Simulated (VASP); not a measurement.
FeCo (space group Pm-3m): the measured cell of entry 9004229 of the Crystallography Open Database is

```xyz
2
Lattice="2.8570 0.0000 0.0000 0.0000 2.8570 0.0000 0.0000 0.0000 2.8570" Properties=species:S:1:pos:R:3 pbc="T T T"
Co     0.0000     0.0000     0.0000
Fe     1.4285     1.4285     1.4285
```

Method: PBEsol GGA, VASP's PBE PAW potentials (set 64) (plane waves; VASP). Settings: 400 eV cut-off, 15×15×15 Γ-centred mesh, tetrahedra with Blöchl corrections, potentials Co Fe.

The calculation is for a static lattice at zero pressure; the measurement, whose temperature isn't given here, holds thermal and zero-point expansion. The entry's conditions were not checked, so it may have been measured under pressure.

Problem. How far does the relaxed conventional cell lie from the measured one?

Solution. 
|  | measured | computed | difference |
|---|---|---|---|
| a (Å) | 2.857 | 2.798 | -2.1 % |
| V (Å³/atom) | 11.66 | 10.95 | -6.1 % |

The structure comes from a measured FeCo entry (Pm-3m) of the Crystallography Open Database, whose conditions weren't checked. It was relaxed first, which changed the volume by -6 %. Symmetry was kept, so distortions that lower it aren't found.
